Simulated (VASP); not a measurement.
# ZrPbO3 (Pm-3m) in VASP: Born charges and dielectric tensor with LDA

Aim: the Born charges and dielectric tensor of ZrPbO3 with LDA.

All numbers are computed with VASP 6.6.1; they aren't measurements. Logs are shortened: lines on timing, memory, paths and dates and some standing lists are left out, and cuts for length are marked.

## Step 1: Starting point

The structure is cubic, space group Pm-3m (No. 221). Conventional cell: a = 4.209 Å, b = 4.209 Å, c = 4.209 Å, α = 90.00°, β = 90.00°, γ = 90.00°. Zr (site symmetry m-3m) has 6 O at 2.10 Å as nearest neighbours. Around Pb (site symmetry m-3m) lie 12 O at 2.98 Å. Around O (site symmetry 4/mmm) lie 2 Zr at 2.10 Å.

The cell is a database's computed one.

## Step 2: Born charges and dielectric tensor, LDA

Input file INCAR:

```
SYSTEM = ZrPbO3
PREC     = Accurate       ! precision mode
ENCUT    = 600            ! plane-wave cutoff, eV
EDIFF    = 1E-8           ! SCF threshold, eV
ISMEAR   = 0              ! smearing method
SIGMA    = 0.02           ! smearing width, eV
LREAL    = .False.        ! projectors in reciprocal space
LASPH    = .True.         ! aspherical terms in the spheres
NELM     = 80             ! most SCF steps
ALGO     = Normal         ! electronic algorithm
ISIF     = 2              ! what is computed and relaxed
LWAVE    = .False.        ! write WAVECAR
LCHARG   = .False.        ! write CHGCAR
LEPSILON = .True.         ! dielectric tensor by DFPT
IBRION   = 8              ! ionic algorithm
NSW      = 1              ! ionic steps
```

Input file KPOINTS:

```
Automatic mesh
0
Gamma
  6 6 6
  0 0 0
```

Input file POSCAR:

```
ZrPbO3
1.0
    4.2089330000      0.0000000000      0.0000000000
    0.0000000000      4.2089330000      0.0000000000
    0.0000000000      0.0000000000      4.2089330000
Zr Pb O
1 1 3
Direct
    0.0000000000      0.0000000000      0.0000000000
    0.5000000000      0.5000000000      0.5000000000
    0.5000000000      0.0000000000      0.0000000000
    0.0000000000      0.0000000000      0.5000000000
    0.0000000000      0.5000000000      0.0000000000
```

Potentials or basis: VASP PAW LDA potentials, release 64 (Zr_sv, Pb_d, O).

On the command line:

```console
cat potpaw_LDA.64/Zr_sv/POTCAR potpaw_LDA.64/Pb_d/POTCAR potpaw_LDA.64/O/POTCAR > POTCAR
mpirun -np 1 vasp_std > vasp.out
```

OUTCAR:

```text
SYSTEM = ZrPbO3
   PREC = Accurate
   ENCUT = 600
   EDIFF = 1E-8
   ISMEAR = 0
   LREAL = .False.
   LASPH = .True.
   NELM = 80
   ISIF = 2
   LEPSILON = .True.
   IBRION = 8
   NSW = 1

 ion  position               nearest neighbor table
   1  0.000  0.000  0.000-   3 2.10   4 2.10   5 2.10   4 2.10   5 2.10   3 2.10   2 3.65   2 3.65
                             2 3.65   2 3.65   2 3.65   2 3.65   2 3.65   2 3.65
   2  0.500  0.500  0.500-   3 2.98   4 2.98   5 2.98   3 2.98   5 2.98   3 2.98   4 2.98   3 2.98
                             4 2.98   5 2.98   5 2.98   4 2.98   1 3.65   1 3.65   1 3.65   1 3.65
   3  0.500  0.000  0.000-   1 2.10   1 2.10   2 2.98   2 2.98   2 2.98   2 2.98
   4  0.000  0.000  0.500-   1 2.10   1 2.10   2 2.98   2 2.98   2 2.98   2 2.98
   5  0.000  0.500  0.000-   1 2.10   1 2.10   2 2.98   2 2.98   2 2.98   2 2.98

  LATTYP: Found a simple cubic cell.
 ALAT       =     4.2089330000

  Lattice vectors:

 A1 = (   4.2089330000,   0.0000000000,   0.0000000000)
 A2 = (   0.0000000000,   4.2089330000,   0.0000000000)
 A3 = (   0.0000000000,   0.0000000000,   4.2089330000)

Analysis of symmetry for initial positions (statically):
=====================================================================
 Subroutine PRICEL returns:
 Original cell was already a primitive cell.

 Routine SETGRP: Setting up the symmetry group for a
 simple cubic supercell.

 Subroutine GETGRP returns: Found 48 space group operations
 (whereof 48 operations were pure point group operations)
 out of a pool of 48 trial point group operations.

The static configuration has the point symmetry O_h .

Analysis of symmetry for dynamics (positions and initial velocities):
=====================================================================
 Subroutine PRICEL returns:
 Original cell was already a primitive cell.

 Routine SETGRP: Setting up the symmetry group for a
 simple cubic supercell.

 Subroutine GETGRP returns: Found 48 space group operations
 (whereof 48 operations were pure point group operations)
 out of a pool of 48 trial point group operations.

The dynamic configuration has the point symmetry O_h .

 Subroutine INISYM returns: Found 48 space group operations
 (whereof 48 operations are pure point group operations),
 and found     1 'primitive' translations

----------------------------------------------------------------------------------------

                                     Primitive cell

  volume of cell :      74.5617

  direct lattice vectors                    reciprocal lattice vectors
     4.208933000  0.000000000  0.000000000     0.237589907  0.000000000  0.000000000
     0.000000000  4.208933000  0.000000000     0.000000000  0.237589907  0.000000000
     0.000000000  0.000000000  4.208933000     0.000000000  0.000000000  0.237589907

  length of vectors
     4.208933000  4.208933000  4.208933000     0.237589907  0.237589907  0.237589907

  position of ions in fractional coordinates (direct lattice)
     0.000000000  0.000000000  0.000000000
     0.500000000  0.500000000  0.500000000
     0.500000000  0.000000000  0.000000000
     0.000000000  0.000000000  0.500000000
     0.000000000  0.500000000  0.000000000

[... 794 lines left out ...]
     0.00033  0.00000  0.00000
     0.00000 -0.01585  0.00000
     0.00000  0.00000 -0.02841

 MACROSCOPIC STATIC DIELECTRIC TENSOR (including local field effects in DFT)
 ------------------------------------------------------
           7.054334     0.000000     0.000000
           0.000000     7.054334     0.000000
          -0.000000    -0.000000     7.054334
 ------------------------------------------------------

 PIEZOELECTRIC TENSOR (including local field effects)  for field in x, y, z        (e  Angst)
          XX          YY          ZZ          XY          YZ          ZX
  --------------------------------------------------------------------------------
  x     0.00000     0.00000     0.00000     0.00000     0.00000     0.00000
  y     0.00000     0.00000     0.00000     0.00000     0.00000     0.00000
  z     0.00000     0.00000     0.00000     0.00000     0.00000     0.00000

 PIEZOELECTRIC TENSOR (including local field effects)  for field in x, y, z        (C/m^2)
          XX          YY          ZZ          XY          YZ          ZX
  --------------------------------------------------------------------------------
  x     0.00000     0.00000     0.00000     0.00000     0.00000     0.00000
  y     0.00000     0.00000     0.00000     0.00000     0.00000     0.00000
  z     0.00000     0.00000     0.00000     0.00000     0.00000     0.00000

 BORN EFFECTIVE CHARGES (including local field effects) (in |e|, cummulative output)
 ---------------------------------------------------------------------------------
 ion    1
    1     5.92525    -0.00000     0.00000
    2    -0.00000     5.92525    -0.00000
    3     0.00000     0.00000     5.92525
 ion    2
    1     3.89579     0.00000     0.00000
    2    -0.00000     3.89579     0.00000
    3    -0.00000    -0.00000     3.89579
 ion    3
    1    -4.90839    -0.00000     0.00000
    2    -0.00000    -2.45633     0.00000
    3     0.00000    -0.00000    -2.45633
 ion    4
    1    -2.45633     0.00000     0.00000
    2    -0.00000    -2.45633    -0.00000
    3    -0.00000    -0.00000    -4.90839
 ion    5
    1    -2.45633    -0.00000    -0.00000
    2     0.00000    -4.90839    -0.00000
    3    -0.00000    -0.00000    -2.45633

 INTERNAL STRAIN TENSOR FOR ION    5 for displacements in x,y,z  (eV/Angst):
          X           Y           Z          XY          YZ          ZX
  --------------------------------------------------------------------------------
  x     0.00000     0.00000     0.00000     0.00000     0.00000     0.00000
  y     0.00000     0.00000     0.00000     0.00000     0.00000     0.00000
  z     0.00000     0.00000     0.00000     0.00000     0.00000     0.00000

 SECOND DERIVATIVES (NOT SYMMETRIZED)
 ------------------------------------
               1X          1Y          1Z          2X          2Y          2Z          3X          3Y          3Z          4X          4Y          4Z          5X          5Y          5Z
  1X    -7.033213   -0.000000    0.000000    2.047197   -0.000000   -0.000000    4.596736    0.000000    0.000000    0.194640   -0.000000    0.000000    0.194640   -0.000000    0.000000
  1Y    -0.000000   -7.033213   -0.000000   -0.000000    2.047197   -0.000000   -0.000000    0.194640    0.000000   -0.000000    0.194640    0.000000    0.000000    4.596736    0.000000
  1Z    -0.000000    0.000000   -7.033213    0.000000   -0.000000    2.047197    0.000000    0.000000    0.194640    0.000000    0.000000    4.596736    0.000000    0.000000    0.194640
  2X     2.056185   -0.000000    0.000000    1.482575   -0.000000    0.000000    0.733041    0.000000   -0.000000   -2.135900   -0.000000    0.000000   -2.135900   -0.000000    0.000000
  2Y    -0.000000    2.056185    0.000000   -0.000000    1.482575   -0.000000    0.000000   -2.135900    0.000000   -0.000000   -2.135900   -0.000000    0.000000    0.733041   -0.000000
  2Z    -0.000000   -0.000000    2.056185   -0.000000   -0.000000    1.482575   -0.000000   -0.000000   -2.135900    0.000000    0.000000    0.733041   -0.000000    0.000000   -2.135900
  3X     4.567579    0.000000    0.000000    0.765306   -0.000000    0.000000  -11.708792   -0.000000    0.000000    3.187954   -0.000000    0.000000    3.187954   -0.000000   -0.000000
  3Y     0.000000    0.193467    0.000000    0.000000   -2.129610    0.000000    0.000000   -0.914781    0.000000    0.000000   -0.333450    0.000000    0.000000    3.184375    0.000000
  3Z     0.000000    0.000000    0.193467    0.000000    0.000000   -2.129610    0.000000    0.000000   -0.914781    0.000000    0.000000    3.184375    0.000000    0.000000   -0.333450
  4X     0.193467    0.000000    0.000000   -2.129610    0.000000    0.000000    3.184375    0.000000    0.000000   -0.914781    0.000000    0.000000   -0.333450    0.000000    0.000000
  4Y     0.000000    0.193467    0.000000    0.000000   -2.129610    0.000000    0.000000   -0.333450    0.000000    0.000000   -0.914781    0.000000    0.000000    3.184375    0.000000
  4Z    -0.000000   -0.000000    4.567579    0.000000    0.000000    0.765306    0.000000   -0.000000    3.187954   -0.000000   -0.000000  -11.708792   -0.000000    0.000000    3.187954
  5X     0.193467    0.000000    0.000000   -2.129610    0.000000    0.000000    3.184375    0.000000    0.000000   -0.333450    0.000000    0.000000   -0.914781    0.000000    0.000000
  5Y     0.000000    4.567579    0.000000    0.000000    0.765306    0.000000    0.000000    3.187954   -0.000000   -0.000000    3.187954    0.000000   -0.000000  -11.708792   -0.000000
  5Z     0.000000    0.000000    0.193467    0.000000    0.000000   -2.129610    0.000000    0.000000   -0.333450    0.000000    0.000000    3.184375    0.000000    0.000000   -0.914781

 Eigenvectors and eigenvalues of the dynamical matrix
 ----------------------------------------------------

   1 f  =   14.437953 THz    90.716336 2PiTHz  481.598281 cm-1    59.710550 meV
             X         Y         Z           dx          dy          dz
      0.000000  0.000000  0.000000     0.000424    0.088901   -0.108134
      2.104467  2.104467  2.104467     0.000098    0.020495   -0.024929
      2.104467  0.000000  0.000000    -0.002817    0.152142   -0.185057
      0.000000  0.000000  2.104467     0.000726    0.152142    0.718247
      0.000000  2.104467  0.000000     0.000726   -0.590497   -0.185057
[... 105 lines left out ...]
  15 f/i=    4.102403 THz    25.776160 2PiTHz  136.841443 cm-1    16.966169 meV
             X         Y         Z           dx          dy          dz
      0.000000  0.000000  0.000000    -0.002081   -0.000852    0.224080
      2.104467  2.104467  2.104467     0.004935    0.002020   -0.531329
      2.104467  0.000000  0.000000    -0.002723   -0.002050    0.539187
      0.000000  0.000000  2.104467    -0.005008   -0.002050    0.293139
      0.000000  2.104467  0.000000    -0.005008   -0.001114    0.539187

--------------------------------------------------------------------------------------------------------

 MACROSCOPIC STATIC DIELECTRIC TENSOR IONIC CONTRIBUTION
 ------------------------------------------------------
           9.920568     0.000000     0.000000
           0.000000     9.920568     0.000000
           0.000000    -0.000000     9.920568
 ------------------------------------------------------

 ELASTIC MODULI CONTR FROM IONIC RELAXATION (kBar)
 Direction    XX          YY          ZZ          XY          YZ          ZX
 --------------------------------------------------------------------------------
 XX           0.0000      0.0000      0.0000      0.0000      0.0000      0.0000
 YY           0.0000      0.0000      0.0000      0.0000      0.0000      0.0000
 ZZ           0.0000      0.0000      0.0000      0.0000      0.0000      0.0000
 XY           0.0000      0.0000      0.0000      0.0000      0.0000      0.0000
 YZ           0.0000      0.0000      0.0000      0.0000      0.0000      0.0000
 ZX           0.0000      0.0000      0.0000      0.0000      0.0000      0.0000
 --------------------------------------------------------------------------------

 PIEZOELECTRIC TENSOR IONIC CONTR  for field in x, y, z        (C/m^2)
          XX          YY          ZZ          XY          YZ          ZX
  --------------------------------------------------------------------------------
  x     0.00000     0.00000     0.00000     0.00000     0.00000     0.00000
  y     0.00000     0.00000     0.00000     0.00000     0.00000     0.00000
  z     0.00000     0.00000     0.00000     0.00000     0.00000     0.00000
```

It took 22 min on 1 thread of AMD EPYC 9R45 (Zen 5), shared host; peak memory 0.59 GiB.

Results:

```yaml
Band_gap_on_the_k_mesh: 2.17 eV, indirect (least direct gap 2.31 eV)
Electronic_dielectric_tensor_diagonal: 7.05
Born_charges_mean_of_the_diagonal: Zr +5.93; Pb +3.90; O -3.27 e
Highest_phonon_frequency_at_Γ_LO-TO_splitting_left_out: 482 cm⁻¹
Most_unstable_mode: 137i cm⁻¹
```

Phonon frequencies in cm⁻¹ (negative: imaginary):
```tsv
q point	frequencies
(0.000, 0.000, 0.000)	-137 -137 -137 0 0 0 99 99 99 161 161 161 482 482 482
```

Electronic dielectric tensor:
```
7.05 0.00 0.00
0.00 7.05 0.00
0.00 0.00 7.05
```

Born effective charge tensors (e):
atom 1, Zr
```
5.93 0.00 0.00
0.00 5.93 0.00
0.00 0.00 5.93
```
atom 2, Pb
```
3.90 0.00 0.00
0.00 3.90 0.00
0.00 0.00 3.90
```
atom 3, O
```
-4.91  0.00  0.00
 0.00 -2.46  0.00
 0.00  0.00 -2.46
```
atom 4, O
```
-2.46  0.00  0.00
 0.00 -2.46  0.00
 0.00  0.00 -4.91
```
atom 5, O
```
-2.46  0.00  0.00
 0.00 -4.91  0.00
 0.00  0.00 -2.46
```

Caveat: some modes are imaginary; spin-orbit coupling is left out, which as a rule narrows the gap of such compounds by several tenths of an eV. As with any semilocal functional, this LDA gap is likely too small.
